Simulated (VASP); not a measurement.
# CdTe with and without spin-orbit coupling, part 2 of 4

Aim: run bands, DOS and a relaxation of CdTe twice, without and with spin-orbit coupling. All runs use r2SCAN. Left out of this account: 1 further run (fields: a reference on another mesh). The start is a cell from a database of measured crystal structures.

VASP 6.6.1, plane waves and PAW; the level of theory is named at each step.

So far. Step 2 (Band structure (r2SCAN)): The gap is 1.27 eV, direct at Γ.

### Step 3. Band structure (r2SCAN + SOC)

This step: r2SCAN, spin-orbit coupling; plane waves and PAW (Cd, Te) (VASP 6.6.1).

The mesh alone shows little of the dispersion and can miss band extrema, so KPOINTS_OPT adds a path through the symmetry points after the self-consistent cycle. Spin-orbit coupling needs spinors and the noncollinear program, where each band holds one electron.

INCAR

```
SYSTEM = CdTe
PREC = Accurate
ENCUT = 400
EDIFF = 1E-06
NELM = 100
ISMEAR = -1
SIGMA = 0.05
LREAL = .FALSE.
ALGO = Normal
METAGGA = R2SCAN
LASPH = .TRUE.
LNONCOLLINEAR = .TRUE.
MAGMOM = 0 0 0 0 0 0
NBANDS = 30
GGA_COMPAT = .FALSE.
LSORBIT = .TRUE.
LORBIT = 11
LWAVE = .FALSE.
LCHARG = .FALSE.
KPAR = 2
```

POSCAR

```
CdTe
1.0
    0.0000000000      3.2400000000      3.2400000000
    3.2400000000      0.0000000000      3.2400000000
    3.2400000000      3.2400000000      0.0000000000
Cd Te
1 1
Direct
    0.0000000000      0.0000000000      0.0000000000
    0.2500000000      0.2500000000      0.2500000000
```

KPOINTS

```
Automatic mesh
0
Gamma
6 6 6
0 0 0
```

KPOINTS_OPT

```
Line mode
16
Line-mode
Reciprocal
  0.00000000   0.00000000   0.00000000 GAMMA
  0.50000000   0.00000000   0.50000000 X

  0.50000000   0.00000000   0.50000000 X
  0.50000000   0.25000000   0.75000000 W

  0.50000000   0.25000000   0.75000000 W
  0.37500000   0.37500000   0.75000000 K

  0.37500000   0.37500000   0.75000000 K
  0.00000000   0.00000000   0.00000000 GAMMA

  0.00000000   0.00000000   0.00000000 GAMMA
  0.50000000   0.50000000   0.50000000 L

  0.50000000   0.50000000   0.50000000 L
  0.62500000   0.25000000   0.62500000 U

  0.62500000   0.25000000   0.62500000 U
  0.50000000   0.25000000   0.75000000 W

  0.50000000   0.25000000   0.75000000 W
  0.50000000   0.50000000   0.50000000 L

  0.50000000   0.50000000   0.50000000 L
  0.37500000   0.37500000   0.75000000 K

  0.62500000   0.25000000   0.62500000 U
  0.50000000   0.00000000   0.50000000 X
```

PAW data sets: Cd and Te (PBE family, release 64).

Launch:

```
> mpirun -np 2 vasp_ncl
```

Log:

```text
[banner, memory and clock lines left out]
running    2 mpi-ranks, on    1 nodes
 distrk:  each k-point on    1 cores,    2 groups
 distr:  one band on    1 cores,    1 groups

 POSCAR found type information on POSCAR CdTe
 POSCAR found :  2 types and       2 ions
 [... a notice as in an earlier step ...]

 LDA part: xc-table for (None), standard interpolation
 POSCAR, INCAR and KPOINTS ok, starting setup
 FFT: planning ... GRIDC
 FFT: planning ... GRID_SOFT
 FFT: planning ... GRID
 WAVECAR not read
 entering main loop
       N       E                     dE             d eps       ncg     rms          rms(c)
DAV:   1     0.510286290586E+02    0.51029E+02   -0.71185E+03  1368   0.867E+02
DAV:   2    -0.468695337660E+02   -0.97898E+02   -0.94400E+02  1478   0.242E+02
DAV:   3    -0.512723655298E+02   -0.44028E+01   -0.43791E+01  1554   0.524E+01
DAV:   4    -0.513181264878E+02   -0.45761E-01   -0.45752E-01  1606   0.483E+00
DAV:   5    -0.513186332196E+02   -0.50673E-03   -0.50672E-03  1550   0.493E-01    0.614E+00
DAV:   6    -0.467588879036E+02    0.45597E+01   -0.29220E+00  1380   0.226E+01    0.710E+00
DAV:   7    -0.467308336881E+02    0.28054E-01   -0.14292E-01  1464   0.416E+00    0.466E+00
DAV:   8    -0.467405001620E+02   -0.96665E-02   -0.84126E-02  1422   0.314E+00    0.125E+00
DAV:   9    -0.467427518433E+02   -0.22517E-02   -0.33768E-03  1560   0.511E-01    0.512E-01
DAV:  10    -0.467430711324E+02   -0.31929E-03   -0.13220E-03  1454   0.348E-01    0.219E-01
DAV:  11    -0.467429557797E+02    0.11535E-03   -0.47923E-04  1470   0.214E-01    0.582E-02
DAV:  12    -0.467429574439E+02   -0.16641E-05   -0.29487E-05  1496   0.654E-02    0.404E-02
DAV:  13    -0.467429592226E+02   -0.17788E-05   -0.91239E-06  1520   0.337E-02    0.290E-02
DAV:  14    -0.467429630842E+02   -0.38616E-05   -0.99376E-06  1398   0.353E-02    0.174E-02
DAV:  15    -0.467429616300E+02    0.14542E-05   -0.34354E-06  1518   0.266E-02    0.626E-03
DAV:  16    -0.467429616580E+02   -0.28020E-07   -0.13732E-07   804   0.262E-03
   1 F= -.46742962E+02 E0= -.46742961E+02  d E =-.629796E-06  mag=    -0.0000     0.0000    -0.0000
 Start KPOINTS_OPT (optional k-point list driver)
k-point batch [1-22\160]
       N       E                     dE             ncg
DAV:   1     0.552660082439E+03   -0.57229E+04     1344
DAV:   2    -0.163741927165E+04   -0.21901E+04     1458
DAV:   3    -0.173207423176E+04   -0.94655E+02     1604
DAV:   4    -0.173311080573E+04   -0.10366E+01     1702
DAV:   5    -0.173312051891E+04   -0.97132E-02     1588
DAV:   6    -0.173312077906E+04   -0.26015E-03     1708
DAV:   7    -0.173312078408E+04   -0.50250E-05     1484
DAV:   8    -0.173312078423E+04   -0.14287E-06     1112
[...]
k-point batch [155-160\160]
       N       E                     dE             ncg
DAV:   1     0.782819650048E+04   -0.28817E+04      360
DAV:   2     0.724102161123E+04   -0.58717E+03      404
DAV:   3     0.721669366649E+04   -0.24328E+02      480
DAV:   4     0.721646747505E+04   -0.22619E+00      470
DAV:   5     0.721646556889E+04   -0.19062E-02      460
DAV:   6     0.721646552551E+04   -0.43382E-04      470
DAV:   7     0.721646552450E+04   -0.10072E-05      412
DAV:   8     0.721646552448E+04   -0.28035E-07      320
```

Elapsed: 12 min, on 2 MPI ranks of Intel Xeon 6975P-C (Granite Rapids), shared host; peak memory 0.68 GiB.

OUTCAR, selected parts (step 3):

```text
The static configuration has the point symmetry T_d .

 Found     22 irreducible k-points:

   k-points           NKPTS =     22   k-points in BZ     NKDIM =     22   number of bands    NBANDS=     30

   NELECT =      18.0000    total number of electrons

 E-fermi :   2.8956

 k-point     1 :       0.0000    0.0000    0.0000
  band No.  band energies     occupation
    ...
     14       1.5595      1.00000
     15       2.3741      0.99997
     16       2.3741      0.99997
     17       2.3741      0.99997
     18       2.3741      0.99997
     19       3.3808      0.00006
     20       3.3808      0.00006
     21       6.9133      0.00000
     22       6.9133      0.00000
     23       7.2360      0.00000
    ...

 k-point     2 :       0.1667    0.0000    0.0000
  band No.  band energies     occupation
    ...
     14       0.3589      1.00000
     15       1.6488      1.00000
     16       1.6488      1.00000
     17       2.1252      1.00000
     18       2.1430      1.00000
     19       4.4050      0.00000
     20       4.4050      0.00000
     21       7.2180      0.00000
     22       7.2180      0.00000
     23       7.3912      0.00000
    ...

  Total        0.5975134      0.5975134      0.5975134      0.0000000      0.0000000     -0.0000000
  in kB       14.0732108     14.0732108     14.0732108      0.0000000      0.0000000     -0.0000000
  external PRESSURE =      14.0732108 kB  Pullay stress =       0.0000000 kB

 POSITION                                       TOTAL-FORCE (eV/Angst)
 -----------------------------------------------------------------------------------
      0.00000      0.00000      0.00000         0.000000      0.000000      0.000000
      1.62000      1.62000      1.62000        -0.000000     -0.000000     -0.000000
 -----------------------------------------------------------------------------------
    total drift:                                0.000000      0.000000      0.000000

  FREE ENERGIE OF THE ION-ELECTRON SYSTEM (eV)
  ---------------------------------------------------
  free  energy   TOTEN  =       -46.7429616580 eV

  energy  without entropy=      -46.7429610282  energy(sigma->0) =      -46.74296134

 Spin-Orbit-Coupling matrix elements
 Ion:    1  E_soc:     -0.0581722
 Ion:    2  E_soc:     -0.1792170

 total charge
# of ion       s       p       d       tot
------------------------------------------
    1        0.451   0.315   9.544  10.310
    2        1.351   2.113   0.021   3.485
--------------------------------------------------
tot          1.802   2.427   9.565  13.795

 magnetization (x)
# of ion       s       p       d       tot
------------------------------------------
    1       -0.000   0.000  -0.000  -0.000
    2        0.000   0.000  -0.000   0.000
--------------------------------------------------
tot         -0.000   0.000  -0.000  -0.000

 magnetization (y)
# of ion       s       p       d       tot
------------------------------------------
    1        0.000   0.000  -0.000  -0.000
    2        0.000   0.000  -0.000  -0.000
--------------------------------------------------
tot          0.000   0.000  -0.000  -0.000

 magnetization (z)
# of ion       s       p       d       tot
------------------------------------------
    1        0.000   0.000   0.000   0.000
    2        0.000  -0.000  -0.000  -0.000
--------------------------------------------------
tot          0.000   0.000   0.000   0.000

[... 6 parts as in an earlier step ...]

[... 6 further parts left out ...]
```

Numbers from this step:

| Item | Value |
| --- | --- |
| SCF cycles | 16 |
| bands | 30 |
| irreducible k-points | 22 |
| free energy (TOTEN) | -46.74 eV |
| Fermi energy | 2.896 eV |
| pressure | 1.407 GPa |
| least gap on mesh and path | 1.007 eV |
| least direct gap on mesh and path | 1.007 eV |

On-site spin-orbit energy by atom:

```tsv
atom	on-site spin-orbit energy (eV)
Cd1	-0.058
Te2	-0.179
```

The electronic bands at the labelled points (eV, zero at the valence-band top; v1 is the highest filled band, c1 the lowest empty one):

```tsv
point	v4	v3	v2	v1	c1	c2	c3	c4
Γ	0.00	0.00	0.00	0.00	1.01	1.01	4.54	4.54
0.47 of the way	-1.46	-1.46	-1.09	-1.09	3.04	3.04	3.48	3.48
X	-2.35	-2.35	-2.02	-2.02	2.61	2.61	2.72	2.72
0.53 of the way	-2.71	-2.43	-2.28	-2.25	3.33	3.44	3.44	3.55
W	-2.94	-2.50	-2.48	-2.45	4.19	4.56	4.67	4.72
0.47 of the way	-3.00	-2.69	-2.19	-2.11	3.56	3.68	4.55	4.72
K	-3.06	-2.78	-1.85	-1.82	2.93	2.96	4.52	4.69
0.47 of the way	-2.08	-1.85	-0.77	-0.76	3.00	3.17	5.07	5.21
Γ	0.00	0.00	0.00	0.00	1.01	1.01	4.54	4.54
0.53 of the way	-1.00	-1.00	-0.50	-0.48	2.15	2.15	5.24	5.24
L	-1.32	-1.32	-0.82	-0.82	1.96	1.96	5.25	5.25
0.47 of the way	-2.25	-2.07	-1.32	-1.30	2.90	3.00	4.82	4.87
U	-3.06	-2.78	-1.85	-1.82	2.93	2.96	4.52	4.69
0.47 of the way	-3.02	-2.71	-2.13	-2.05	3.43	3.53	4.54	4.71
W	-2.94	-2.50	-2.48	-2.45	4.19	4.56	4.67	4.72
0.47 of the way	-2.61	-2.37	-1.65	-1.55	3.39	3.55	4.63	4.66
L	-1.32	-1.32	-0.82	-0.82	1.96	1.96	5.25	5.25
0.47 of the way	-2.25	-2.07	-1.32	-1.30	2.90	3.00	4.82	4.87
K	-3.06	-2.78	-1.85	-1.82	2.93	2.96	4.52	4.69
jump to U	-3.06	-2.78	-1.85	-1.82	2.93	2.96	4.52	4.69
0.53 of the way	-2.60	-2.43	-2.07	-2.03	2.72	2.72	3.18	3.25
X	-2.35	-2.35	-2.02	-2.02	2.61	2.61	2.72	2.72
```

Of the projections kept (Cd, Te), the largest for each band there; the rest of the weight can lie on other orbitals:

```tsv
point	v4	v3	v2	v1	c1	c2	c3	c4
Γ	Te 0.83	Te 0.83	Te 0.83	Te 0.83	Cd 0.56	Cd 0.56	Cd 0.73	Cd 0.73
X	Te 0.80	Te 0.80	Te 0.78	Te 0.78	Cd 0.59	Cd 0.59	Cd 0.63	Cd 0.63
W	Te 0.77	Te 0.76	Te 0.79	Te 0.76	Te 0.53	Te 0.55	Te 0.72	Te 0.70
K	Te 0.78	Te 0.76	Te 0.79	Te 0.79	Cd 0.61	Cd 0.61	Te 0.59	Te 0.60
Γ	Te 0.83	Te 0.83	Te 0.83	Te 0.83	Cd 0.56	Cd 0.56	Cd 0.73	Cd 0.73
L	Te 0.79	Te 0.79	Te 0.81	Te 0.81	Cd 0.63	Cd 0.63	Cd 0.61	Cd 0.61
```

The gap is 1.01 eV, direct at Γ. Spin-orbit coupling moves it by -0.27 eV. The run took 5.1 times the core time, with 30 spinor bands against 21. The valence top at Γ, threefold or sixfold with spin, splits into a fourfold and a twofold level, 0.81 eV apart.

### Step 4. Total and projected DOS (r2SCAN)

This step: r2SCAN; plane waves and PAW (Cd, Te) (VASP 6.6.1).

Here the states are counted by energy and projected on the atoms.

INCAR

```
SYSTEM = CdTe
PREC = Accurate
ENCUT = 400
EDIFF = 1E-06
NELM = 100
ISMEAR = -5
SIGMA = 0.05
LREAL = .FALSE.
ALGO = Normal
METAGGA = R2SCAN
LASPH = .TRUE.
NBANDS = 21
LORBIT = 11
LWAVE = .FALSE.
LCHARG = .FALSE.
KPAR = 2
NEDOS = 2001
```

POSCAR is that of step 3.

KPOINTS is that of step 3.

Launch:

```
> mpirun -np 2 vasp_std
```

Log:

```text
[... set-up lines as in an earlier step ...]
 entering main loop
       N       E                     dE             d eps       ncg     rms          rms(c)
DAV:   1     0.477054070035E+02    0.47705E+02   -0.70947E+03   704   0.618E+02
DAV:   2    -0.476600783568E+02   -0.95365E+02   -0.90666E+02   770   0.183E+02
DAV:   3    -0.511671239485E+02   -0.35070E+01   -0.34923E+01   792   0.362E+01
DAV:   4    -0.511936316695E+02   -0.26508E-01   -0.26505E-01   823   0.295E+00
DAV:   5    -0.511939698426E+02   -0.33817E-03   -0.33817E-03   815   0.283E-01    0.555E+00
DAV:   6    -0.466430087076E+02    0.45510E+01   -0.24682E+00   687   0.160E+01    0.690E+00
DAV:   7    -0.466140548288E+02    0.28954E-01   -0.10858E-01   762   0.276E+00    0.456E+00
DAV:   8    -0.466227892258E+02   -0.87344E-02   -0.71268E-02   712   0.219E+00    0.897E-01
DAV:   9    -0.466257623782E+02   -0.29732E-02   -0.56640E-03   785   0.458E-01    0.345E-01
DAV:  10    -0.466255143027E+02    0.24808E-03   -0.14932E-03   732   0.333E-01    0.681E-02
DAV:  11    -0.466255030893E+02    0.11213E-04   -0.73621E-05   783   0.877E-02    0.468E-02
DAV:  12    -0.466255071790E+02   -0.40897E-05   -0.23541E-05   775   0.472E-02    0.267E-02
DAV:  13    -0.466255087573E+02   -0.15783E-05   -0.81603E-06   697   0.156E-02    0.846E-03
DAV:  14    -0.466255086349E+02    0.12232E-06   -0.32998E-07   476   0.355E-03
   1 F= -.46625509E+02 E0= -.46625509E+02  d E =0.000000E+00
```

Elapsed: 29 s, on 2 MPI ranks; peak memory 0.32 GiB.

Parts of OUTCAR (step 4):

```text
The static configuration has the point symmetry T_d .

 Found     16 irreducible k-points:

   NELECT =      18.0000    total number of electrons

 E-fermi :   2.1245

 k-point     1 :       0.0000    0.0000    0.0000
  band No.  band energies     occupation
    ...
      5      -6.1686      2.00000
      6      -6.1686      2.00000
      7       2.1077      2.00000
      8       2.1077      2.00000
      9       2.1077      2.00000
     10       3.3799      0.00000
     11       7.1346      0.00000
     12       7.1346      0.00000
     13       7.1346      0.00000
     14      10.0417      0.00000
    ...

  Total        0.5845315      0.5845315      0.5845315      0.0000000      0.0000000      0.0000000
  in kB       13.7674484     13.7674484     13.7674484      0.0000000      0.0000000      0.0000000
  external PRESSURE =      13.7674484 kB  Pullay stress =       0.0000000 kB

  FREE ENERGIE OF THE ION-ELECTRON SYSTEM (eV)
  ---------------------------------------------------
  free  energy   TOTEN  =       -46.6255086349 eV

  energy  without entropy=      -46.6255086349  energy(sigma->0) =      -46.62550863

[... 16 parts as in an earlier step ...]
```

The gap is read on the k-mesh alone, so it is an upper bound where the band edges lie off the mesh.

This step gave:

| Item | Value |
| --- | --- |
| SCF cycles | 14 |
| bands | 21 |
| irreducible k-points | 16 |
| free energy (TOTEN) | -46.63 eV |
| Fermi energy | 2.124 eV |
| pressure | 1.377 GPa |
| gap on the k-mesh | 1.272 eV |
| least direct gap on the k-mesh | 1.272 eV |

The density of states has structure finer than the step of the table below, so its rows give means over 1 eV, whole bins alone (the curve runs from -12.0 to 9.19 eV). Peaks (eV: height): total -11.0: 11.2, -8.5: 35.2, -8.3: 39.8, -4.2: 6.16; Te p -8.5: 0.528, -4.2: 1.45, -2.2: 0.812, -1.1: 0.939; Cd s -4.2: 1.32, 3.3: 0.458; Cd d -8.5: 32.3, -8.3: 37.6; Te s -11.0: 6.41.

States under -12.0 eV and over 9.2 eV are left out. Density of states against energy, zero at the valence-band top; means over each step; values in states/eV/cell:

```tsv
energy (eV)	total	Te p	Cd s	Cd d	Te s
-11	1.98	2.1e-4	0.0319	0.204	1.10
-10	0	0	0	0	0
-9	1.16	0.0183	2.2e-4	1.07	2.6e-4
-8	8.79	0.0562	0.0152	8.01	0.142
-7	0	0	0	0	0
-6	0	0	0	0	0
-5	1.8e-4	4.1e-5	2.8e-5	0	0
-4	1.49	0.353	0.297	0.0334	0.0278
-3	0.390	0.101	0.0534	0.0180	0.0172
-2	2.01	0.705	0.0364	0.0686	0.0129
-1	1.90	0.781	0.0107	0.0886	0.00357
0	0.190	0.0873	2.0e-4	0.0125	6.8e-5
1	2.7e-4	3.1e-5	7.3e-5	0	3.9e-5
2	0.0627	0.00713	0.0152	4.0e-4	0.00827
3	1.27	0.158	0.257	0.0212	0.0755
4	1.23	0.149	0.166	0.0292	0.0377
5	1.48	0.125	0.0413	0.0355	0.0252
6	1.58	0.108	0.00959	0.0355	0.0109
7	1.42	0.179	0.0235	0.0371	0.0235
8	1.32	0.132	0.0171	0.0489	0.0129
```

The gap on this mesh is 1.27 eV. In the top eV of the valence band the largest shares in the PAW spheres are Te p 43 % and Cd d 5 %. The rest lies in smaller channels or between the spheres.

(Part 2 of 4 ends here.)

[Lines on the potential files, build, host, timing and source positions are cut from VASP's logs without a mark.]

[Logs are printed without paths, hosts, clocks, repeated set-up lines and the standing remarks that a program may print on its own settings, such as how far it seeks lower states.]

[Hosts, paths, dates, database ids (printed as entryN), source tags and the programs' standing remarks are cut or masked in the printed files.]

[A measured line is paired with the nearest computed mode of its activity, which favours agreement.]
